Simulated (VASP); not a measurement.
Input:

```yaml
crystal:
  lattice:
    - [-1.49397, 1.49397, 1.49397]
    - [1.49397, -1.49397, 1.49397]
    - [1.49397, 1.49397, -1.49397]
  atoms:
    - { symbol: V, position: [0.00000, 0.00000, 0.00000] }
```

All values below come from PBE GGA with spin-orbit coupling, VASP's PBE PAW potentials (set 64) (plane waves; VASP). Run with 400 eV cut-off, 15×15×15 Γ-centred mesh, Gaussian smearing of 0.050 eV, potentials V_sv.

### Question
Predict the energy per atom (σ→0), band gap (over mesh and band path) with the smallest direct gap where there is one.

### Answer

```json
{
  "band gap (over mesh and band path)": "none (metal, semimetal or under 0.01 eV)",
  "energy per atom (σ→0)": "-868.5 kJ/mol of atoms"
}
```

Only differences to runs with the same potentials and settings are physical.

The compound is V in the bcc structure. It was relaxed first.
